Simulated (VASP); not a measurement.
Band gaps of ZnSe (zinc blende) from VASP (PAW), without and with spin-orbit coupling. Semilocal levels are at their own relaxed cell, hybrids and mBJ at PBE's; 0.00 means no gap at that level.

The cell of the PBE run:

```xyz
2
Lattice="0.0000 2.8671 2.8671 2.8671 0.0000 2.8671 2.8671 2.8671 0.0000" Properties=species:S:1:pos:R:3 pbc="T T T"
Zn     0.0000     0.0000     0.0000
Se     1.4336     1.4336     1.4336
```

```json
[
 {"level": "PBE", "gap without SOC (eV)": "1.15", "gap with SOC (eV)": "[?]", "shift (eV)": "[?]"},
 {"level": "PBEsol", "gap without SOC (eV)": "1.24", "gap with SOC (eV)": "[?]", "shift (eV)": "[?]"}
]
```

Q: Fill in the missing entries.

A: 
- PBE, gap with SOC (eV): 1.02
- PBE, shift (eV): -0.13
- PBEsol, gap with SOC (eV): 1.11
- PBEsol, shift (eV): -0.13

Only levels that ran to the end are used. Left out are those held back, those with too coarse a band path, GW runs whose mesh misses a band edge, hybrids' fits of cells that aren't cubic and levels without matching references; a question may draw on a part of the rest.

The compound is ZnSe in the zinc blende structure.
